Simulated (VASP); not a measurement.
Input:

```
CaKF3
1.0
    4.42413     0.00000     0.00000
    0.00000     4.42413     0.00000
    0.00000     0.00000     4.42413
K Ca F
1 1 3
Cartesian
  2.21206   2.21206   2.21206
  0.00000   0.00000   0.00000
  0.00000   2.21206   0.00000
  2.21206   0.00000   0.00000
  0.00000   0.00000   2.21206
```

Computed with r2SCAN meta-GGA, VASP's PBE PAW potentials (set 64) (plane waves; VASP 6.6.1). Numerical set-up: 520 eV cut-off, 7×7×7 Γ-centred mesh, Gaussian smearing of 0.010 eV, potentials K_sv Ca_sv F.

**Question.** Predict the energy per atom (σ→0).

**Answer.** 
```json
{
  "energy per atom (σ→0)": "-8.149 eV/atom"
}
```

Only differences to runs with the same potentials and settings are physical.

The structure comes from a computed database's KCaF3 entry (Pm-3m); how it stands against other phases isn't given here. It was relaxed first.
